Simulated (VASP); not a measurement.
# BiCl (Pm-3m) in VASP: single point with PBE

Aim: the single point of BiCl with PBE.

Program: VASP 6.6.1. These are calculated values, not measurements. Logs are shortened: lines on timing, memory, paths and dates and some standing lists are left out, and cuts for length are marked.

## (1) The crystal as given

The structure is cubic, space group Pm-3m (No. 221). Conventional cell: a = 4.028 Å, b = 4.028 Å, c = 4.028 Å, α = 90.00°, β = 90.00°, γ = 90.00°. Bi (site symmetry m-3m) has 8 Cl at 3.49 Å as nearest neighbours. Around Cl (site symmetry m-3m) lie 8 Bi at 3.49 Å.

The cell was built by a generator and needn't be a form met in nature.

## (2) Single point, PBE

INCAR reads:

```
SYSTEM = BiCl
ALGO = Normal
EDIFF = 1E-6
ENCUT = 520
GGA = PE
ISIF = 2
ISMEAR = -1
LASPH = .True.
LCHARG = .False.
LREAL = .False.
LWAVE = .False.
NBANDS = 18
NELM = 100
PREC = Accurate
SIGMA = 0.1
```

KPOINTS reads:

```
k-points
0
Gamma
  8 8 8
  0 0 0
```

POSCAR reads:

```
BiCl
1.0
    4.0276560000      0.0000000000      0.0000000000
    0.0000000000      4.0276560000      0.0000000000
    0.0000000000      0.0000000000      4.0276560000
Bi Cl
1 1
Direct
    0.0000000000      0.0000000000      0.0000000000
    0.5000000000      0.5000000000      0.5000000000
```

Potentials or basis: VASP PAW PBE potentials, release 64 (Bi_d, Cl).

The run is started by

```sh
$ cat potpaw_PBE.64/Bi_d/POTCAR potpaw_PBE.64/Cl/POTCAR > POTCAR
$ mpirun -np 1 vasp_std > vasp.out
```

OUTCAR:

```text
SYSTEM = BiCl
   EDIFF = 1E-6
   ENCUT = 520
   GGA = PE
   ISIF = 2
   ISMEAR = -1
   LASPH = .True.
   LREAL = .False.
   NELM = 100
   PREC = Accurate

 ion  position               nearest neighbor table
   1  0.000  0.000  0.000-
   2  0.500  0.500  0.500-

  LATTYP: Found a simple cubic cell.
 ALAT       =     4.0276560000

  Lattice vectors:

 A1 = (   4.0276560000,   0.0000000000,   0.0000000000)
 A2 = (   0.0000000000,   4.0276560000,   0.0000000000)
 A3 = (   0.0000000000,   0.0000000000,   4.0276560000)

Analysis of symmetry for initial positions (statically):
=====================================================================
 Subroutine PRICEL returns:
 Original cell was already a primitive cell.

 Routine SETGRP: Setting up the symmetry group for a
 simple cubic supercell.

 Subroutine GETGRP returns: Found 48 space group operations
 (whereof 48 operations were pure point group operations)
 out of a pool of 48 trial point group operations.

The static configuration has the point symmetry O_h .

Analysis of symmetry for dynamics (positions and initial velocities):
=====================================================================
 Subroutine PRICEL returns:
 Original cell was already a primitive cell.

 Routine SETGRP: Setting up the symmetry group for a
 simple cubic supercell.

 Subroutine GETGRP returns: Found 48 space group operations
 (whereof 48 operations were pure point group operations)
 out of a pool of 48 trial point group operations.

The dynamic configuration has the point symmetry O_h .

 Subroutine INISYM returns: Found 48 space group operations
 (whereof 48 operations are pure point group operations),
 and found     1 'primitive' translations

----------------------------------------------------------------------------------------

                                     Primitive cell

  volume of cell :      65.3367

  direct lattice vectors                    reciprocal lattice vectors
     4.027656000  0.000000000  0.000000000     0.248283369  0.000000000  0.000000000
     0.000000000  4.027656000  0.000000000     0.000000000  0.248283369  0.000000000
     0.000000000  0.000000000  4.027656000     0.000000000  0.000000000  0.248283369

  length of vectors
     4.027656000  4.027656000  4.027656000     0.248283369  0.248283369  0.248283369

  position of ions in fractional coordinates (direct lattice)
     0.000000000  0.000000000  0.000000000
     0.500000000  0.500000000  0.500000000

  ion indices of the primitive-cell ions
   primitive index   ion index
                 1           1
                 2           2

----------------------------------------------------------------------------------------

 KPOINTS: k-points

Automatic generation of k-mesh.
 Grid dimensions read from file:
 generate k-points for:    8    8    8

 Generating k-lattice:

  Cartesian coordinates                     Fractional coordinates (reciprocal lattice)
     0.031035421  0.000000000  0.000000000     0.125000000  0.000000000  0.000000000
     0.000000000  0.031035421  0.000000000     0.000000000  0.125000000  0.000000000
     0.000000000  0.000000000  0.031035421     0.000000000  0.000000000  0.125000000

  Length of vectors
     0.031035421  0.031035421  0.031035421

  Shift w.r.t. Gamma in fractional coordinates (k-lattice)
     0.000000000  0.000000000  0.000000000

 Subroutine IBZKPT returns following result:
 ===========================================

 Found     35 irreducible k-points:

 Following reciprocal coordinates:
            Coordinates               Weight
  0.000000  0.000000  0.000000      1.000000
  0.125000  0.000000  0.000000      6.000000
  0.250000  0.000000  0.000000      6.000000
  0.375000  0.000000  0.000000      6.000000
  0.500000  0.000000  0.000000      3.000000
  0.125000  0.125000  0.000000     12.000000
[... 16 lines left out ...]
  0.375000  0.375000  0.125000     24.000000
  0.500000  0.375000  0.125000     24.000000
 [... further k-points ...]
   k-points           NKPTS =     35   k-points in BZ     NKDIM =     35   number of bands    NBANDS=     18
   number of dos      NEDOS =    301   number of ions     NIONS =      2
   total plane-waves  NPLWV =  27000
   dimension x,y,z NGX =    30 NGY =   30 NGZ =   30
   dimension x,y,z NGXF=    60 NGYF=   60 NGZF=   60
   ions per type =               1   1
   NGX,Y,Z   is equivalent  to a cutoff of  12.38, 12.38, 12.38 a.u.
   NGXF,Y,Z  is equivalent  to a cutoff of  24.77, 24.77, 24.77 a.u.
 SYSTEM =  BiCl
   PREC   = accura    normal or accurate (medium, high low for compatibility)
   ISTART =      0    job   : 0-new  1-cont  2-samecut
   ICHARG =      2    charge: 1-file 2-atom 10-const
   ISPIN  =      1    spin polarized calculation?
   LNONCOLLINEAR =      F non collinear calculations
   LSORBIT =      F    spin-orbit coupling
   LASPH  =      T    aspherical Exc in radial PAW
   ENCUT  =  520.0 eV  38.22 Ry    6.18 a.u.   7.49  7.49  7.49*2*pi/ulx,y,z
   NELM   =    100;   NELMIN=  2; NELMDL= -5     # of ELM steps
   EDIFF  = 0.1E-05   stopping-criterion for ELM
   LREAL  =      F    real-space projection
   EDIFFG = 0.1E-04   stopping-criterion for IOM
   NSW    =      0    number of steps for IOM
   IBRION =     -1    ionic relax: 0-MD 1-quasi-New 2-CG
   NFREE  =      0    steps in history (QN), initial steepest desc. (CG)
   ISIF   =      2    stress and relaxation
   ISYM   =      2    0-nonsym 1-usesym 2-fastsym
   POTIM  = 0.5000    time-step for ionic-motion
   TEBEG  =    0.0;   TEEND  =   0.0 temperature during run
   PSTRESS=    0.0 pullay stress
   NELECT =      22.0000    total number of electrons
   NUPDOWN=      -1.0000    fix difference up-down
   EMIN   =  10.00;   EMAX   =-10.00  energy-range for DOS
   EFERMI =   0.00;   METHOD = LEGACY
   ISMEAR =    -1;   SIGMA  =   0.10  broadening in eV -4-tet -1-fermi 0-gaus
   EFERMI_NEDOS =   21; number of points for ismear=-14 and -15
   IALGO  =     38    algorithm
   IMIX   =      4    mixing-type and parameters
     AMIX     =   0.40;   BMIX     =  1.00
     AMIX_MAG =   1.60;   BMIX_MAG =  1.00
  volume/ion in A,a.u.               =      32.67       220.46
  Fermi-wavevector in a.u.,A,eV,Ry     =   1.138929  2.152264 17.648926  1.297159
  Thomas-Fermi vector in A             =   2.275633
   LORBIT       =      0    0 simple, 1 ext, 2 COOP (PROOUT), +10 PAW based schemes
   GGA     = PE    functional components
   LHFCALC =     F    Hartree Fock is set to
   AEXX    =    0.0000 exact exchange contribution
   IVDW    =     0    specifies the selected vdW correction
   LEPSILON=     F    determine dielectric tensor
   LRPA    =     F    only Hartree local field effects (RPA)
 non-spin polarized calculation
  energy-cutoff  :      520.00
  volume of cell :       65.34
 maximum number of plane-waves:      1791
 NGX is ok and might be reduce to    30
   NGX = 15   NGY = 15   NGZ = 15

 number of electron      22.0000009 magnetization

 Free energy of the ion-electron system (eV)
  ---------------------------------------------------
  ext. energy  EPLUGINS =         0.00000000
  ---------------------------------------------------
  free energy    TOTEN  =        -5.55377591 eV

  energy without entropy =       -5.47809169  energy(sigma->0) =       -5.51593380

 E-fermi :   3.9348     XC(G=0):  -8.9261

 val. band max:        3.9178027555   @ k =   0.5000   0.5000   0.2500
 cond. band min:       4.0045584816   @ k =   0.3750   0.3750   0.0000
 fundamental gap:      0.0867557261
 Fermi energy:         3.9347525431

 k-point     1 :       0.0000    0.0000    0.0000
  band No.  band energies     occupation
      1     -19.4152      2.00000
      2     -19.4152      2.00000
      3     -19.3801      2.00000
      4     -19.3801      2.00000
      5     -19.3801      2.00000
      6     -11.2225      2.00000
[... 10 lines left out ...]
     17      15.2170      0.00000
     18      15.2170      0.00000

 k-point     2 :       0.1250    0.0000    0.0000
  band No.  band energies     occupation
      1     -19.4150      2.00000
      2     -19.4109      2.00000
      3     -19.3813      2.00000
      4     -19.3813      2.00000
      5     -19.3800      2.00000
      6     -11.1884      2.00000
[... 10 lines left out ...]
     17      14.8717      0.00000
     18      14.8717      0.00000

 k-point     3 :       0.2500    0.0000    0.0000
  band No.  band energies     occupation
      1     -19.4147      2.00000
      2     -19.4004      2.00000
      3     -19.3840      2.00000
      4     -19.3840      2.00000
      5     -19.3798      2.00000
      6     -11.1029      2.00000
[... 10 lines left out ...]
     17      13.5965      0.00000
     18      14.5993      0.00000

 k-point     4 :       0.3750    0.0000    0.0000
  band No.  band energies     occupation
      1     -19.4144      2.00000
      2     -19.3899      2.00000
      3     -19.3867      2.00000
      4     -19.3867      2.00000
      5     -19.3796      2.00000
      6     -11.0126      2.00000
[... 10 lines left out ...]
     17      14.7774      0.00000
     18      14.7900      0.00000

 k-point     5 :       0.5000    0.0000    0.0000
  band No.  band energies     occupation
      1     -19.4143      2.00000
      2     -19.3878      2.00000
      3     -19.3878      2.00000
      4     -19.3856      2.00000
      5     -19.3795      2.00000
      6     -10.9735      2.00000
[... 10 lines left out ...]
     17      15.2733      0.00000
     18      15.2734      0.00000

 k-point     6 :       0.1250    0.1250    0.0000
  band No.  band energies     occupation
      1     -19.4128      2.00000
      2     -19.4086      2.00000
      3     -19.3824      2.00000
      4     -19.3812      2.00000
      5     -19.3811      2.00000
      6     -11.1563      2.00000
[... 10 lines left out ...]
     17      14.2358      0.00000
     18      14.2846      0.00000

 k-point     7 :       0.2500    0.1250    0.0000
  band No.  band energies     occupation
      1     -19.4117      2.00000
      2     -19.3989      2.00000
      3     -19.3853      2.00000
      4     -19.3839      2.00000
      5     -19.3809      2.00000
      6     -11.0762      2.00000
[... 10 lines left out ...]
     17      13.8449      0.00000
     18      13.8679      0.00000

 k-point     8 :       0.3750    0.1250    0.0000
  band No.  band energies     occupation
      1     -19.4113      2.00000
      2     -19.3886      2.00000
      3     -19.3881      2.00000
      4     -19.3866      2.00000
      5     -19.3807      2.00000
      6     -10.9920      2.00000
[... 10 lines left out ...]
     17      13.8701      0.00000
     18      13.9069      0.00000
[... 229 lines left out ...]
     17      12.5552      0.00000
     18      14.6700      0.00000

 k-point    20 :       0.2500    0.2500    0.1250
  band No.  band energies     occupation
      1     -19.4029      2.00000
      2     -19.3925      2.00000
      3     -19.3883      2.00000
      4     -19.3849      2.00000
      5     -19.3847      2.00000
      6     -10.9891      2.00000
[... 10 lines left out ...]
     17      13.4515      0.00000
     18      13.6075      0.00000

 k-point    21 :       0.3750    0.2500    0.1250
  band No.  band energies     occupation
      1     -19.4013      2.00000
      2     -19.3914      2.00000
      3     -19.3876      2.00000
      4     -19.3846      2.00000
      5     -19.3833      2.00000
      6     -10.9250      2.00000
[... 10 lines left out ...]
     17      13.1779      0.00000
     18      14.2757      0.00000

 k-point    22 :       0.5000    0.2500    0.1250
  band No.  band energies     occupation
      1     -19.4009      2.00000
      2     -19.3926      2.00000
      3     -19.3888      2.00000
      4     -19.3844      2.00000
      5     -19.3792      2.00000
      6     -10.8978      2.00000
[... 10 lines left out ...]
     17      13.4188      0.00000
     18      14.6706      0.00000

 k-point    23 :       0.3750    0.3750    0.1250
  band No.  band energies     occupation
      1     -19.3974      2.00000
      2     -19.3947      2.00000
      3     -19.3873      2.00000
      4     -19.3872      2.00000
      5     -19.3764      2.00000
      6     -10.8762      2.00000
[... 10 lines left out ...]
     17      12.8927      0.00000
     18      15.4430      0.00000

 k-point    24 :       0.5000    0.3750    0.1250
  band No.  band energies     occupation
      1     -19.3964      2.00000
      2     -19.3961      2.00000
      3     -19.3884      2.00000
      4     -19.3871      2.00000
      5     -19.3729      2.00000
      6     -10.8557      2.00000
[... 10 lines left out ...]
     17      12.8528      0.00000
     18      15.4255      0.00000

 [... further k-points ...]
[... 5 lines left out ...]
  --------------------------------------------------------------------------------------
  -------------------------------------------------------------------------------------
  Total       -2.3352803     -2.3352803     -2.3352803      0.0000000      0.0000000      0.0000000
  in kB      -57.2654239    -57.2654239    -57.2654239      0.0000000      0.0000000      0.0000000
  external PRESSURE =     -57.2654239 kB  Pullay stress =       0.0000000 kB

 VOLUME and BASIS-vectors are now :
 -----------------------------------------------------------------------------
  energy-cutoff  :      520.00
  volume of cell :       65.34
      direct lattice vectors                 reciprocal lattice vectors
     4.027656000  0.000000000  0.000000000     0.248283369  0.000000000  0.000000000
     0.000000000  4.027656000  0.000000000     0.000000000  0.248283369  0.000000000
     0.000000000  0.000000000  4.027656000     0.000000000  0.000000000  0.248283369

 POSITION                                       TOTAL-FORCE (eV/Angst)
 -----------------------------------------------------------------------------------
      0.00000      0.00000      0.00000         0.000000      0.000000      0.000000
      2.01383      2.01383      2.01383         0.000000      0.000000      0.000000
 -----------------------------------------------------------------------------------
    total drift:                                0.000000      0.000000     -0.000000

  FREE ENERGIE OF THE ION-ELECTRON SYSTEM (eV)
  ---------------------------------------------------
  free  energy   TOTEN  =        -5.5537759110 eV

  energy  without entropy=       -5.4780916853  energy(sigma->0) =       -5.51593380
```

Wall time 41 s (1 thread of Intel Xeon Platinum 8488C (Sapphire Rapids), shared host); peak memory 0.18 GiB.

Results:

```
Free energy            : -5.5538 eV
Pressure               : -5.7 GPa
Band gap on the k mesh : none (metal or under the smearing width)
```

Caveat: spin-orbit coupling is left out, which moves the levels of the heavy elements.
